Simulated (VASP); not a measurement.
An input for Ansatz (written as the equivalent of a VASP run, and not itself run):

Ansatz 0.2 input:
```yaml
crystal:
  lattice:
    - [-2.4548007, 2.4548007, 4.8438706]
    - [2.4548007, -2.4548007, 4.8438706]
    - [2.4548007, 2.4548007, -4.8438706]
  atoms:
    - { symbol: Zn, position: [0.0000000, 0.0000000, 0.0000000] }
    - { symbol: Zn, position: [0.7500000, 0.2500000, 0.5000000] }
    - { symbol: Ge, position: [0.5000000, 0.5000000, 0.0000000] }
    - { symbol: Ge, position: [0.2500000, 0.7500000, 0.5000000] }
    - { symbol: P, position: [0.8750000, 0.8793842, 0.5043842] }
    - { symbol: P, position: [0.1206158, 0.6250000, 0.9956158] }
    - { symbol: P, position: [0.3750000, 0.3706158, 0.4956158] }
    - { symbol: P, position: [0.6293842, 0.1250000, 0.0043842] }
kpoints:
  mp_grid: { grid: [6, 6, 6] }
hamiltonian:
  xc: lda
  pseudopotentials: { kind: paw }
scf:
  occupations: { method: gaussian, width: 0.05 }
  max_iter: 100
relax:
  max_steps: 40
  f_tol: 0.02
  cell: { p_target: 45 }
output: { forces: true, stress: true, eigenvalues: true }
```

Question: Translate this input to VASP (INCAR, KPOINTS, POSCAR, choice of POTCAR).

Answer: This is not unique; one that fits is 
**KPOINTS**
```
Automatic mesh
0
Gamma
6 6 6
0 0 0
```

File POSCAR:
```
ZnGeP2
1.0
 -2.4548006879   2.4548006879   4.8438706457
  2.4548006879  -2.4548006879   4.8438706457
  2.4548006879   2.4548006879  -4.8438706457
Zn Ge P
2 2 4
direct
  0.0000000000   0.0000000000   0.0000000000
  0.7500000000   0.2500000000   0.5000000000
  0.5000000000   0.5000000000   0.0000000000
  0.2500000000   0.7500000000   0.5000000000
  0.8750000000   0.8793842486   0.5043842486
  0.1206157514   0.6250000000   0.9956157514
  0.3750000000   0.3706157514   0.4956157514
  0.6293842486   0.1250000000   0.0043842486
```

### INCAR
```
ALGO  =  Normal
EDIFF  =  1E-6
EDIFFG  =  -0.02
ENCUT  =  500
IBRION  =  2
ISIF  =  3
ISMEAR  =  0
LASPH  =  .TRUE.
LCHARG  =  .FALSE.
LMAXMIX  =  4
LREAL  =  .FALSE.
LWAVE  =  .FALSE.
NELM  =  100
NSW  =  40
PREC  =  Accurate
PSTRESS  =  450
SIGMA  =  0.05
SYSTEM  =  ZnGeP2
```

POTCAR, in this order: Zn Ge_d P (LDA.64 set). Program: vasp_std.

The two are equivalent in intent, not identical: each code has its own PAW files, so the cut-off isn't converted (ENCUT is set for VASP's; basis.ecutwfc is left out, and Ansatz then takes the one that its files recommend); Ansatz stops its SCF on the density residual and VASP on the energy change (EDIFF); Ansatz's lda is the Perdew-Wang form, while the LDA potentials of VASP carry Perdew-Zunger's.

The compound is ZnGeP2 in the chalcopyrite structure. It was relaxed first under an external pressure of 45 GPa.
